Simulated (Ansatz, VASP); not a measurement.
# Os (Osmium) in two plane-wave programs, part 2 of 2

One calculation is typed for both programs; each brings its own data sets. How far apart do they land? The structure shown is the end of the Ansatz relaxation below.

VASP 6.6.1 and Ansatz 0.2.0.

So far. Step 3 (VASP: single point, PBEsol, pair 1): The run ends at a pressure of -18.42 GPa.

### 6. VASP: single point, PBEsol, pair 2 (continued)

Level of this step: PBEsol; plane waves and PAW (Os) (VASP).

Numbers of over 12 decimals in the logs are rounded to 6 here.

OUTCAR, selected parts (step 6):

```text
  Total        0.1589578      0.1589578      5.6891720      0.0000000      0.0000000      0.0000000
  in kB        9.3390656      9.3390656    334.2494932      0.0000000      0.0000000      0.0000000
  external PRESSURE =     117.6425415 kB  Pullay stress =       0.0000000 kB

 POSITION                                       TOTAL-FORCE (eV/Angst)
 -----------------------------------------------------------------------------------
      0.00000      1.59252      1.03468         0.000000      0.000000      0.000000
      1.37916      0.79626      3.10404         0.000000     -0.000000      0.000000
 -----------------------------------------------------------------------------------
    total drift:                               -0.000000      0.000000     -0.000000

  FREE ENERGIE OF THE ION-ELECTRON SYSTEM (eV)
  ---------------------------------------------------
  free  energy   TOTEN  =       -24.3727522853 eV

  energy  without entropy=      -24.3730261254  energy(sigma->0) =      -24.37284357

[... 1 part as in an earlier step ...]

[... 2 further parts left out ...]
[key lines of the parts left out:]
E-fermi :   9.7255
```

The run ends at a pressure of 11.76 GPa.

### 7. Comparison

What differs besides the data sets and the points named for the pairs above, as far as they apply: the data sets hold 32 valence electrons in Ansatz (on its PAW soft_1 files) and 16 in VASP. Total energies have different zeros and are not compared.

Compared:

| quantity | Ansatz | VASP | difference |
| --- | --- | --- | --- |
| pressure (GPa) | 10.90 | 11.76 | -0.87 |

### 8. Ansatz: relaxation, PBEsol

This run makes the geometry at which the two programs are then compared. The cell compared in this pair holds 27.39 Å³, against 27.27 Å³ for the pair before.

The structure compared here is the end of the Ansatz relaxation.

Contents of input.yaml:

```yaml
crystal:
  lattice:
    - [2.7420211762, 0.0, 0.0]
    - [-1.3710105881, 2.3746599963, 0.0]
    - [0.0, 0.0, 4.1818322046]
  atoms:
    - { symbol: Os, position: [0.3333333336, 0.6666666664, 0.25] }
    - { symbol: Os, position: [0.6666666664, 0.3333333336, 0.75] }
kpoints:
  mp_grid: { grid: [18, 18, 12] }
hamiltonian:
  xc: pbesol
  pseudopotentials: { kind: paw, azcp: { folder: soft_1 }, xc_functional: pbe }
scf:
  occupations: { method: methfessel_paxton, width: 0.2 }
output:
  forces: true
  stress: true
  eigenvalues: true
relax:
  adjacent_minimum: "off"
  f_tol: 0.001
  max_steps: 60
  cell: { stress_tol: 0.01, fix: [c, angles] }
```

Started as:

```sh
$ ansatz run input.yaml --threads 4 --pin off --max-ram 10240MiB --backend cpu --events-out ev --progress --plain --runs-dir out
```

Log:

```text
[...]
Crystal: 2 atoms, lattice volume = 27.229 Å³
Basis set: ecut = 420 eV, 535 PW (Γ), exchange–correlation on 40×40×60 points (8 copies of the dense FFT grid, shifted against one another)
Bands: 20, of which v1, the nominal top of the filled ones, is band 16 counted from 1 (15 counted from 0)
Symmetry: 8 space group operations
k-points: 637 of 3888
[...]
k-point 636: bands = [... 12 lower, 25.0691, 25.0691, 26.2971, 26.2971, 28.7608, 28.7608, 29.8741, 29.8741]
--- Relaxed structure (4 steps of the walk, 3 accepted, 1 SCFs on fresh bases) ---
[...]
cell:  # Å, volume = 27.3860 Å³
    - [2.749894, 2.38075592135563e-19, 0.0]
    - [-1.374947, 2.381478, 0.0]
    - [0.0, 0.0, 4.1818322046]
  atoms:
    - { symbol: Os, position: [0.333333, 0.666667, 0.25] }
    - { symbol: Os, position: [0.666667, 0.333333, 0.750000] }
[key lines of the parts left out:]
SCF converged after 5 iterations
Free energy (F): -22504.594764 eV
Fermi energy:    26.521096 eV
P = ⅓ Tr σ = 7.9919 GPa (79.919 kbar)
```

### 9. VASP: single point, PBEsol, pair 3

The same cell, functional, mesh and smearing now go to VASP, with its own data sets.

Contents of INCAR:

```
SYSTEM = Os
PREC = Accurate
ENCUT = 600
EDIFF = 1E-06
NELM = 120
ISMEAR = 1
SIGMA = 0.2
LREAL = .FALSE.
ALGO = Normal
GGA = PS
NBANDS = 14
LASPH = .TRUE.
LORBIT = 11
LWAVE = .FALSE.
LCHARG = .FALSE.
ISIF = 2
GGA_COMPAT = .FALSE.
KPAR = 2
```

Contents of POSCAR:

```
Os
1.0
    2.7498940438      0.0000000000      0.0000000000
   -1.3749470219      2.3814780996      0.0000000000
    0.0000000000      0.0000000000      4.1818322046
Os
2
Direct
    0.3333333329      0.6666666671      0.2500000000
    0.6666666671      0.3333333329      0.7500000000
```

Contents of KPOINTS:

```
Automatic mesh
0
Gamma
18 18 12
0 0 0
```

The projector-augmented-wave data sets are Os (PBE family, release 64).

Started as:

```sh
$ mpirun -np 2 vasp_std
```

Log:

```text
[... set-up lines as in an earlier step ...]
 entering main loop
       N       E                     dE             d eps       ncg     rms          rms(c)
DAV:   1     0.117583406020E+03    0.11758E+03   -0.82090E+03  7260   0.124E+03
DAV:   2    -0.194163025832E+02   -0.13700E+03   -0.12034E+03  7420   0.370E+02
DAV:   3    -0.258598941851E+02   -0.64436E+01   -0.61031E+01  9586   0.704E+01
DAV:   4    -0.259323913466E+02   -0.72497E-01   -0.72269E-01  7780   0.766E+00
[...]
DAV:  10    -0.244231507969E+02   -0.14547E-04   -0.74970E-05  9052   0.803E-02    0.107E-02
DAV:  11    -0.244231334859E+02    0.17311E-04   -0.40355E-06  8068   0.211E-02    0.171E-03
DAV:  12    -0.244231325751E+02    0.91079E-06   -0.13793E-07  4280   0.427E-03
   1 F= -.24423133E+02 E0= -.24423268E+02  d E =0.405586E-03
```

Parts of OUTCAR (step 9):

```text
  Total        0.1454074      0.1454074      4.2131381     -0.0000000     -0.0000000      0.0000000
  in kB        8.5068361      8.5068361    246.4830873     -0.0000000     -0.0000000      0.0000000
  external PRESSURE =      87.8322532 kB  Pullay stress =       0.0000000 kB

 POSITION                                       TOTAL-FORCE (eV/Angst)
 -----------------------------------------------------------------------------------
     -0.00000      1.58765      1.04546         0.000000      0.000000      0.000000
      1.37495      0.79383      3.13637        -0.000000     -0.000000      0.000000
 -----------------------------------------------------------------------------------
    total drift:                               -0.000000      0.000000     -0.000000

  FREE ENERGIE OF THE ION-ELECTRON SYSTEM (eV)
  ---------------------------------------------------
  free  energy   TOTEN  =       -24.4231325751 eV

  energy  without entropy=      -24.4235381607  energy(sigma->0) =      -24.42326777

[... 1 part as in an earlier step ...]

[... 2 further parts left out ...]
[key lines of the parts left out:]
E-fermi :   9.6534
```

The run ends at a pressure of 8.78 GPa.

### 10. Differences

What differs besides the data sets and the points named for the pairs above, as far as they apply: the data sets hold 32 valence electrons in Ansatz (on its PAW soft_1 files) and 16 in VASP. Total energies have different zeros and are not compared.

Compared:

| quantity | Ansatz | VASP | difference |
| --- | --- | --- | --- |
| pressure (GPa) | 7.99 | 8.78 | -0.79 |

### 11. Summary of results

- difference in pressure (single point, PBEsol, pair 1): -0.052 GPa
- difference in pressure (single point, PBEsol, pair 2): -0.87 GPa
- difference in pressure (single point, PBEsol, pair 3): -0.79 GPa

What this shows: The difference in pressure is -0.87 GPa (single point, PBEsol, pair 2), within the 1 GPa picked in this series as the mark of a large difference. The data sets hold unlike numbers of valence electrons (32 in Ansatz and 16 in VASP), so part of the differences comes from the potentials. 4 further runs of this series are not shown here. Such differences can come from data sets, numerical settings and the points named under the comparisons, not from the functional's error against experiment.

[Lines on the potential files, build, host, timing and source positions are cut from VASP's logs without a mark.]

[Logs are printed without paths, hosts, clocks, repeated set-up lines and the standing remarks that a program may print on its own settings, such as how far it seeks lower states.]

[Hosts, paths, dates, database ids (printed as entryN), source tags and the programs' standing remarks are cut or masked in the printed files.]
